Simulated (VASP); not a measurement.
Here is the system:

```
CELL_PARAMETERS angstrom
      0.00000     3.22317     3.22317
      3.22317     0.00000     3.22317
      3.22317     3.22317     0.00000
ATOMIC_POSITIONS crystal
  Na 0.00000 0.00000 0.00000
  I  0.50000 0.50000 0.50000
```

Method: r2SCAN meta-GGA, VASP's PBE PAW potentials (set 64) (plane waves; VASP). Settings: 480 eV cut-off, 8×8×8 Γ-centred mesh, Gaussian smearing of 0.050 eV, potentials Na_pv I.

Each relaxation starts from this cell; other phases were not tried.

Question: The cell is relaxed at 1 GPa. What happens?

Answer: The volume per atom goes from 33.48 to 31.91 Å³ (-4.7 %), and the cell becomes a = 6.3439 Å, b = 6.3439 Å, c = 6.3439 Å, α = 90.00°, β = 90.00°, γ = 90.00°, space group Fm-3m. The gap on the mesh goes from 4.48 to 4.63 eV.

Question: The cell is relaxed at 20 GPa. What happens?

Answer: The volume per atom goes from 33.48 to 21.99 Å³ (-34.3 %), and the cell becomes a = b = c = 5.6029 Å, α = β = γ = 90.00°, space group Fm-3m. The gap on the mesh goes from 4.48 to 4.74 eV.

Failed runs are left out, and for metals the shear rows, which the mesh's noise covers.

The compound is NaI in the rock salt structure.
